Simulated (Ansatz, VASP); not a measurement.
# Co2Cu2C in two plane-wave programs

One calculation is typed for both programs; each brings its own data sets and cutoff. How far apart do they land? The cell is invented: As first built, before any earlier steps moved the atoms (in the runner's words): it takes the Mn2Co2C structure with some of its atoms replaced by other elements, volume scaled by an estimate. It may not be a known or stable phase. The cell is taken from a series of VASP runs on this material, whose earlier steps may have relaxed, scaled or displaced it; both programs get it as it stands.

Program: Ansatz 0.2.0. Level of theory: plane waves, with VASP 6.6.1 beside it; single point at LDA, DFT+U. Results are calculated unless marked as measured.

### Step 1. The structure

Symmetry: P4/mmm, No. 123, tetragonal system. The conventional cell has a = 3.593 Å, b = 3.593 Å, c = 3.841 Å, α = 90.00°, β = 90.00°, γ = 90.00°. Nearest to Cu lie 4 Cu at 2.54 Å and 8 Co at 2.63 Å. Cu has 2 C at 1.92 Å and 4 Cu at 2.54 Å nearest. Nearest to Co lie 2 C at 1.80 Å and 4 Co at 2.54 Å and 8 Cu at 2.63 Å. C has 4 Co at 1.80 Å and 2 Cu at 1.92 Å nearest. As first built, before any earlier steps moved the atoms (in the runner's words): sites of the Mn2Co2C structure (space group 123) filled with other elements, volume scaled by an estimate. Farther neighbours are not listed.

### Step 2. Ansatz: single point, LDA, DFT+U

Ansatz runs on its default PAW (the set named soft_2) files.

With cell and atoms fixed, the geometry can't cause a difference; cores, projectors, grids and the points listed under the comparison can.

Input file input.yaml:

```yaml
crystal:
  lattice:
    - [3.59274368, 0.0, 0.0]
    - [0.0, 3.59274368, 0.0]
    - [0.0, 0.0, 3.8411341637]
  atoms:
    - { symbol: Cu, position: [0.0, 0.0, 0.0], spin: 0.6 }
    - { symbol: Cu, position: [0.5, 0.5, 0.0], spin: 0.6 }
    - { symbol: Co, position: [0.5, 0.0, 0.5], spin: -2.0 }
    - { symbol: Co, position: [0.0, 0.5, 0.5], spin: -2.0 }
    - { symbol: C, position: [0.5, 0.5, 0.5] }
hamiltonian:
  xc: lda
  pseudopotentials: { kind: paw }
  hubbard:
    sites:
      - { species: Cu, l: d, u_eff: 2.0 }
      - { species: Co, l: d, u_eff: 3.0 }
magnetization:
  spin_polarized: true
kpoints:
  mp_grid: { grid: [5, 5, 5] }
scf:
  occupations: { method: gaussian, width: 0.05 }
  n_extra_bands: 5
output:
  forces: true
  stress: true
  eigenvalues: true
```

Started as:

```sh
$ ansatz run input.yaml --threads 2 --pin off --max-ram 4608MiB --backend cpu --events-out ev --progress --plain --runs-dir out
```

Numbers of over 12 decimals in the logs are rounded to 6 here.

Log:

```text
Warning: the band count 43 (scf.n_extra_bands) hosts the net moment |M| = 2.8000 μB (N_el = 76) but caps the reachable moment at 2·n_bands − N_el = 10.0000 μB, below the 49 bands that the automatic rule leaves for it — a moment growing past the seed, or the majority channel's smearing tail, pins there with fewer empty majority states than that count leaves; raise or omit scf.n_extra_bands unless the cap is intended
Cu: projections on atomic orbitals take those of the free atom [Ne] 3s2 3p6 3d10 4s1, of charge +0.00 (hamiltonian.pseudopotentials.projection_atoms); the dataset's partial waves leave at most 2.0e-6 of an orbital's norm unspanned inside its sphere
Co: projections on atomic orbitals take those of the free atom [Ne] 3s2 3p6 3d7 4s2, of charge +0.00 (hamiltonian.pseudopotentials.projection_atoms); the dataset's partial waves leave at most 1.4e-6 of an orbital's norm unspanned inside its sphere
C: projections on atomic orbitals take those of the free atom [He] 2s2 2p2, of charge +0.00 (hamiltonian.pseudopotentials.projection_atoms); the dataset's partial waves leave at most 3.7e-9 of an orbital's norm unspanned inside its sphere
scf.n_extra_bands = 5 over 38 filled bands (N_el = 76.0): the run solves 43 bands
Engine: ansatz 0.2.0, aarch64-unknown-linux-gnu
Pseudopotentials: kind: paw
Pseudopotential: Cu, paw, valence charge 19, recommended cutoff 420 eV (normal), Cu.paw.azcp
Pseudopotential: Co, paw, valence charge 17, recommended cutoff 420 eV (normal), Co.paw.azcp
Pseudopotential: C, paw, valence charge 4, recommended cutoff 420 eV (normal), C.paw.azcp
Functional definition: SPW92
  exchange = slater_x
  correlation = pw_c
Crystal: 5 atoms, lattice volume = 49.581 Å³
Basis set: ecut = 420 eV, 965 PW (Γ)
Bands: 43, of which v1, the nominal top of the filled ones, is band 38 counted from 1 (37 counted from 0)
Symmetry: 16 space group operations
Space group: P4/mmm (ITA 123), of the structure as read, at distance tolerance 3.7e-5 Å
Magnetic group: BNS 123.339 (UNI 999), of the structure as read, at distance tolerance 3.7e-5 Å
k-points: 18 of 125
Non-local potential: Cu, projectors of the file, l = 0: 3, l = 1: 2, l = 2: 3, l = 3: 1
Non-local potential: Co, projectors of the file, l = 0: 3, l = 1: 2, l = 2: 3, l = 3: 1
Non-local potential: C, projectors of the file, l = 0: 2, l = 1: 2, l = 2: 1
PAW form: soft (Blöchl's): semilocal exchange-correlation on the pseudo side does not see the compensation charge
PAW frozen core: Cu, regenerated for the run's functional, and the local potential with it (the file was generated under x = pbe(κ = 0.804, μ = 0.219515), c = pbe(β = 0.066725))
PAW frozen core: Co, regenerated for the run's functional, and the local potential with it (the file was generated under x = pbe(κ = 0.804, μ = 0.219515), c = pbe(β = 0.066725))
PAW frozen core: C, regenerated for the run's functional, and the local potential with it (the file was generated under x = pbe(κ = 0.804, μ = 0.219515), c = pbe(β = 0.066725))
PAW one-centre angular grid: Cu, 590 points (default); XC on 64 Gauss nodes
PAW one-centre angular grid: Co, 590 points (default); XC on 64 Gauss nodes
PAW one-centre angular grid: C, 110 points (default); XC on 64 Gauss nodes
Initial density: superposition of atomic densities (chi_scale 0.1, normalization cell, long waves kept (reshape's long-wave potential 0.00 eV rms))
Starting moments: Σ|m| = 5.2 μB on 4 of 5 sites
Initial wavefunctions: pseudopotential atomic-orbital guess
Functional: x = slater, c = lda
SCF iter   1: F=—  HF=-23481.938648 eV  |F-HF|=—  |Δ(HF+E_count)|=         —  Δρ=3.66e-1 (↑3.66e-1 ↓2.80e-1)  dr2=1.67e2  dr2_m=6.82e0  M=0.449 μB ∫|m|=2.594 μB  β_m=0.30  ethr=3.10e-3  ⟨swp⟩=5.1  Hψ=4816  notcnv=0
preconditioner: auto → Kerker (q_TF=auto, 2.930 Å⁻¹)  [metal: Δε(μ)=0.011 eV  Ē_g=6.405 eV  σ=0.050 eV  W_gap=0.13  n_scr=18 (ndim 8)  ℏωp=35.0 eV  f_vac=0.000  D(μ)=11.26/eV (n_scr^D=218)]
spin=Collinear: Kerker preconditioning applied to the charge; magnetization (m = ρ↑ − ρ↓) channel mixes plain (no charge-response kernel on spin).
SCF iter   2: F=—  HF=-23481.649951 eV  |F-HF|=—  |Δ(HF+E_count)|=   2.89e-1  Δρ=2.11e-1 (↑1.77e-1 ↓2.11e-1)  dr2=3.58e1  dr2_m=1.94e0  M=-3.004 μB ∫|m|=3.492 μB  β_m=0.30  ethr=3.10e-3  ⟨swp⟩=4.0  Hψ=4476  notcnv=0  defer=13
SCF iter   3: F=—  HF=-23473.975439 eV  |F-HF|=—  |Δ(HF+E_count)|=    7.67e0  Δρ=7.32e-2 (↑4.47e-2 ↓7.32e-2)  dr2=1.95e0  dr2_m=8.83e-1  M=-2.521 μB ∫|m|=2.947 μB  β_m=0.30  ethr=3.10e-3  ⟨swp⟩=3.1  Hψ=3772  notcnv=0  defer=29
SCF iter   4: F=—  HF=-23473.767778 eV  |F-HF|=—  |Δ(HF+E_count)|=   2.08e-1  Δρ=6.87e-2 (↑6.87e-2 ↓2.32e-2)  dr2=2.86e0  dr2_m=6.84e-1  M=-2.085 μB ∫|m|=2.592 μB  β_m=0.30  ethr=2.57e-3  ⟨swp⟩=2.8  Hψ=3546  notcnv=0  defer=20
SCF iter   5: F=—  HF=-23473.588980 eV  |F-HF|=—  |Δ(HF+E_count)|=   1.79e-1  Δρ=3.86e-2 (↑3.86e-2 ↓2.40e-2)  dr2=5.00e-1  dr2_m=4.05e-1  M=-2.102 μB ∫|m|=2.589 μB  β_m=0.30  ethr=2.57e-3  ⟨swp⟩=2.1  Hψ=2000  notcnv=0  defer=18
SCF iter   6: F=—  HF=-23473.732085 eV  |F-HF|=—  |Δ(HF+E_count)|=   1.43e-1  Δρ=4.47e-2 (↑1.40e-2 ↓4.47e-2)  dr2=9.09e-1  dr2_m=1.92e-1  M=-2.168 μB ∫|m|=2.641 μB  β_m=0.30  ethr=6.58e-4  ⟨swp⟩=2.5  Hψ=2620  notcnv=0  defer=18
[...]
spin=Collinear: Resta preconditioning applied to the charge; magnetization (m = ρ↑ − ρ↓) channel mixes plain (no charge-response kernel on spin).
[...]
SCF iter  19: F=—  HF=-23473.881663 eV  |F-HF|=—  |Δ(HF+E_count)|=   1.96e-5  Δρ=4.95e-4 (↑4.95e-4 ↓2.12e-4)  dr2=1.64e-4  dr2_m=1.36e-5  M=-2.032 μB ∫|m|=2.367 μB  β_m=0.45  ethr=4.96e-8  ⟨swp⟩=2.0  Hψ=9970  notcnv=0  defer=97  recentre
SCF iter  20: F=—  HF=-23473.881648 eV  |F-HF|=—  |Δ(HF+E_count)|=   1.51e-5  Δρ=7.56e-5 (↑7.56e-5 ↓6.33e-5)  dr2=1.22e-6  dr2_m=1.78e-6  M=-2.032 μB ∫|m|=2.367 μB  β_m=0.66  ethr=4.96e-8  ⟨swp⟩=2.0  Hψ=9975  notcnv=0  defer=97
SCF iter  21: F=—  HF=-23473.881649 eV  |F-HF|=—  |Δ(HF+E_count)|=   1.05e-6  Δρ=3.38e-5 (↑3.38e-5 ↓3.13e-5)  dr2=1.18e-6  dr2_m=7.47e-8  M=-2.032 μB ∫|m|=2.368 μB  β_m=0.74  ethr=1.61e-9  ⟨swp⟩=2.2  Hψ=9027  notcnv=0  defer=97
SCF iter  22: F=—  HF=-23473.881649 eV  |F-HF|=—  |Δ(HF+E_count)|=   1.80e-7  Δρ=3.38e-5 (↑3.38e-5 ↓2.86e-5)  dr2=1.15e-6  dr2_m=2.56e-8  M=-2.032 μB ∫|m|=2.368 μB  β_m=0.62  ethr=1.55e-9  ⟨swp⟩=2.0  Hψ=9598  notcnv=0  defer=97
SCF iter  23: F=-23473.881649 eV  HF=-23473.881649 eV  |F-HF|=2.32e-8  |Δ(HF+E_count)|=   1.93e-7  Δρ=1.12e-5 (↑1.12e-5 ↓3.00e-6)  dr2=4.37e-8  dr2_m=1.49e-8  M=-2.032 μB ∫|m|=2.368 μB  ethr=1.32e-10  ⟨swp⟩=6.0  Hψ=23668  notcnv=0
SCF 2 converged in 23 iterations: F = -23473.881649 eV  dr2 = 4.37e-8
  greatest PAW one-centre occupation: 1.003 electrons in one spin orbital (limit 2), on the Co atom at site 2 (counted from 0), in its partial waves of l = 1
an SCF from ferrimagnetic starting moments (0.60, 0.60, -3.00, -3.00, 0.00 Bohr magnetons, atom by atom) closed no lower than the state that the run had reached (+0.00 meV in free energy), which stands
Symmetry: 4 space group operations
k-points: 39 of 125
Initial density: read from a saved state, or passed on in memory by an earlier SCF of this step, an earlier step, the calling program or the single point that the run made first
Starting moments: Σ|m| = 5.2 μB on 4 of 5 sites; this step starts from the density that it was given
iter 1 solved again at ethr=1.32e-10 eV; its pass at ethr=1.32e-6 eV (dr2=7.89e-7 eV) is discarded
SCF iter   1: F=—  HF=-23473.881649 eV  |F-HF|=—  |Δ(HF+E_count)|=         —  Δρ=6.16e-6 (↑2.88e-6 ↓6.16e-6)  dr2=1.99e-8  dr2_m=2.58e-9  M=-2.032 μB ∫|m|=2.367 μB  ethr=1.32e-10  ⟨swp⟩=2.2  Hψ=31785  notcnv=0
preconditioner: auto → Kerker (q_TF=auto, 2.930 Å⁻¹)  [metal: Δε(μ)=0.046 eV  Ē_g=6.855 eV  σ=0.050 eV  W_gap=0.42  n_scr=18 (ndim 8)  ℏωp=35.0 eV  f_vac=0.000  D(μ)=2.05/eV (n_scr^D=18)]
spin=Collinear: Kerker preconditioning applied to the charge; magnetization (m = ρ↑ − ρ↓) channel mixes plain (no charge-response kernel on spin).
SCF iter   2: F=—  HF=-23473.888408 eV  |F-HF|=—  |Δ(HF+E_count)|=   6.76e-3  Δρ=1.41e-2 (↑1.41e-2 ↓7.20e-3)  dr2=1.87e-1  dr2_m=5.62e-3  M=-2.033 μB ∫|m|=2.367 μB  ethr=1.32e-6  ⟨swp⟩=1.1  Hψ=13569  notcnv=0
SCF iter   3: F=—  HF=-23473.881258 eV  |F-HF|=—  |Δ(HF+E_count)|=   7.15e-3  Δρ=1.12e-3 (↑1.12e-3 ↓6.87e-4)  dr2=1.13e-3  dr2_m=3.22e-5  M=-2.031 μB ∫|m|=2.366 μB  ethr=1.32e-6  ⟨swp⟩=1.0  Hψ=9394  notcnv=0
SCF iter   4: F=—  HF=-23473.881650 eV  |F-HF|=—  |Δ(HF+E_count)|=   3.92e-4  Δρ=1.36e-4 (↑1.36e-4 ↓9.26e-5)  dr2=1.95e-5  dr2_m=2.77e-7  M=-2.032 μB ∫|m|=2.367 μB  ethr=1.32e-6  ⟨swp⟩=1.0  Hψ=7020  notcnv=0
an SCF along what the orbitals of the run's state read of its open shells (or to have them read: on a GPU, or by another smearing), with 12 of the crystal's symmetry operations given up (39 k-points in place of 18), reached no lower state that the run goes on to. This is no proof of a minimum
SCF converged after 19 iterations
Magnetization: -2.0321 μB (36.9839 up, 39.0161 down)
Absolute magnetization: 2.3687 μB (∫|ρ↑−ρ↓|, with the PAW one-centre terms)
Spin contamination: 0.0893 ħ² per cell (⟨S²⟩ above its minimum at these occupations)
Per-site moments (μB) at R_I (Å): [(-0.018445, 1.047937), (0.023705, 0.792234), (-0.969121, 0.741003384), (-0.969121, 0.741003384), (0.038496, 0.741003384)]
Free energy (F): -23473.881649 eV
Harris-Foulkes:  -23473.881649 eV  (|F-HF|=1.70e-8)
Internal energy: -23473.879087 eV  (E = F + TS)
E sigma→0 (E₀):  -23473.880368 eV
Entropy (-TS):   -0.002562 eV (-0.512 meV/atom)
Fermi energy:    17.191110 eV
--- Per-component energies (eV) ---
  E_band       = -1208.634471
  E_kinetic    = 1606.757211
  E_local      = -14141.158746  (includes V_loc(G=0)·N_el)
  E_nonlocal   = 1751.873126
  E_hartree    = 6109.129833
  E_xc         = -543.306860
  E_vxc        = -702.527295  (∫ρ·V_xc dr)
  E_hubbard    = 4.468007  (on-site DFT+U / exact-exchange correction)
  E_vhub       = -34.223749  (the Hubbard potential's part of the band-sum identity)
  E_paw        = -6193.223615  (= ΣΔE_a)
  E_vpaw       = -1907.595756  (= ΣTr[D̂ρ^β])
  E_aug_tail   = 0.000469  (compensation charges beyond the density's cutoff)
  E_ewald      = -12070.217163
  E_core_change = 1.798654  (= ΣΔE_core)
  E_smearing   = -0.002562  (= −TS)
  E_closure    = 0.000000  (closes the sum)
  Σ components = -23473.881649   (vs F -23473.881649, Δ=0.00e0)
--- Forces (eV/Å), atoms counted from 1 ---
  atom   1  Cu    -0.00000000     0.00000000     0.00000000
  atom   2  Cu    -0.00000000    -0.00000000    -0.00000000
  atom   3  Co     0.00000000    -0.00000000    -0.00000000
  atom   4  Co     0.00000000     0.00000000     0.00000000
  atom   5  C      0.00000000    -0.00000000    -0.00000000
  max |Σ_I F_I| component: 4.42e-28 eV/Å
--- Stress (GPa, compression-positive) ---
        6.119406      -0.000000       0.000000
       -0.000000       6.119406       0.000000
       -0.000000       0.000000       3.856275
  P = ⅓ Tr σ = 5.3650 GPa (53.650 kbar)
--- Band table (eV; the first three rows and the last of 36) ---
  k-point 0 ↑: bands = [... 34 lower, 16.3050, 16.3050, 16.4419, 17.7465, 18.0733, 18.0733, 21.4302, 22.6429, ... 1 higher]
  k-point 1 ↑: bands = [... 34 lower, 16.3327, 16.3370, 16.3370, 17.7467, 17.8545, 17.8545, 20.6777, 22.8020, ... 1 higher]
  k-point 2 ↑: bands = [... 34 lower, 16.2194, 16.4223, 16.4223, 17.5300, 17.5300, 17.7470, 20.4378, 22.8174, ... 1 higher]
  k-point 17 ↓: bands = [... 34 lower, 15.1885, 15.1991, 15.5658, 15.5995, 17.0189, 17.1891, 19.3982, 19.6169, ... 1 higher]
Occupation matrices written to <dir>
```

Run time: 81 s. Hardware: 2 threads of Arm Neoverse V2, shared host; peak memory 0.82 GiB.

Reading the cycles: dr2 is the Hartree energy of the density residual (eV), the measure of convergence; HF is the Harris–Foulkes estimate of the energy, which meets the free energy F at convergence.

The run ends at a pressure of 5.37 GPa.

(Part 1 of 2 ends here.)

[Lines on the potential files, build, host, timing and source positions are cut from VASP's logs without a mark.]

[Logs are printed without paths, hosts, clocks, repeated set-up lines and the standing remarks that a program may print on its own settings, such as how far it seeks lower states.]

[Hosts, paths, dates, database ids (printed as entryN), source tags and the programs' standing remarks are cut or masked in the printed files.]
